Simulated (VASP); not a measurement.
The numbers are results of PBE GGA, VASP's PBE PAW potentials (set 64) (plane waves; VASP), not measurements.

The input files of a VASP run:

### POSCAR
```
HgTe
3.230
  0.0000000000   1.0000000000   1.0000000000
  1.0000000000   0.0000000000   1.0000000000
  1.0000000000   1.0000000000   0.0000000000
Hg Te
1 1
direct
  0.0000000000   0.0000000000   0.0000000000
  0.2500000000   0.2500000000   0.2500000000
```

**INCAR**
```
ALGO = Normal
EDIFF = 1E-6
ENCUT = 400
GGA = PE
ISIF = 2
ISMEAR = 0
KGAMMA = .TRUE.
KSPACING = 0.16
LASPH = .TRUE.
LCHARG = .FALSE.
LMAXMIX = 6
LREAL = .FALSE.
LWAVE = .FALSE.
NELM = 100
PREC = Accurate
SIGMA = 0.05
SYSTEM = HgTe
```

POTCAR, in this order: Hg Te (PBE.64 set). Program: vasp_std.

The resulting files:

OSZICAR:
```
       N       E                     dE             d eps       ncg     rms          rms(c)
DAV:   1     0.928894805943E+02    0.92889E+02   -0.70499E+03  1456   0.964E+02
DAV:   2    -0.254085180953E+00   -0.93144E+02   -0.88845E+02  1646   0.245E+02
DAV:   3    -0.376034831930E+01   -0.35063E+01   -0.34943E+01  1771   0.504E+01
DAV:   4    -0.379456664907E+01   -0.34218E-01   -0.34213E-01  2059   0.450E+00
DAV:   5    -0.379464464682E+01   -0.77998E-04   -0.77997E-04  1746   0.208E-01    0.801E+00
DAV:   6    -0.359023237032E+01    0.20441E+00   -0.50058E-01  1651   0.105E+01    0.628E+00
DAV:   7    -0.358318469827E+01    0.70477E-02   -0.11601E-01  1666   0.270E+00    0.224E+00
DAV:   8    -0.358227626951E+01    0.90843E-03   -0.12414E-02  1491   0.151E+00    0.622E-01
DAV:   9    -0.358230711266E+01   -0.30843E-04   -0.86424E-04  1716   0.373E-01    0.150E-01
DAV:  10    -0.358233533604E+01   -0.28223E-04   -0.96215E-05  1649   0.973E-02    0.548E-02
DAV:  11    -0.358235143836E+01   -0.16102E-04   -0.45376E-05  1576   0.618E-02    0.451E-02
DAV:  12    -0.358234902128E+01    0.24171E-05   -0.58595E-06  1651   0.261E-02    0.217E-02
DAV:  13    -0.358234884355E+01    0.17773E-06   -0.63577E-07  1023   0.486E-03
   1 F= -.35823488E+01 E0= -.35823189E+01  d E =-.597894E-04
```

File OUTCAR:
```
------------------------ aborting loop because EDIFF is reached ----------------------------------------
  FORCE on cell =-STRESS in cart. coord.  units (eV):
  Direction    XX          YY          ZZ          XY          YZ          ZX
  --------------------------------------------------------------------------------------
  Total        1.5988495      1.5988495      1.5988495     -0.0000000      0.0000000     -0.0000000
  in kB       38.0084880     38.0084880     38.0084880     -0.0000000      0.0000000     -0.0000000
  external PRESSURE =      38.0084880 kB  Pullay stress =       0.0000000 kB
  volume of cell :       67.40
      direct lattice vectors                 reciprocal lattice vectors
     0.000000000  3.230000000  3.230000000    -0.154798762  0.154798762  0.154798762
     3.230000000  0.000000000  3.230000000     0.154798762 -0.154798762  0.154798762
     3.230000000  3.230000000  0.000000000     0.154798762  0.154798762 -0.154798762
 POSITION                                       TOTAL-FORCE (eV/Angst)
 -----------------------------------------------------------------------------------
      0.00000      0.00000      0.00000        -0.000000     -0.000000      0.000000
      1.61500      1.61500      1.61500         0.000000      0.000000     -0.000000
 -----------------------------------------------------------------------------------
    total drift:                                0.000000      0.000000      0.000000
  FREE ENERGIE OF THE ION-ELECTRON SYSTEM (eV)
  ---------------------------------------------------
  free  energy   TOTEN  =        -3.5823488435 eV

  energy  without entropy=       -3.5822890542  energy(sigma->0) =       -3.58231895
```
(Selected blocks of OUTCAR.)

The compound is HgTe in the zinc blende structure. The cell was not relaxed at this level. The run is one of a series of settings (KGAMMA = .TRUE., KSPACING = 0.16, KPOINTS file removed against the base run), some of them coarse on purpose.
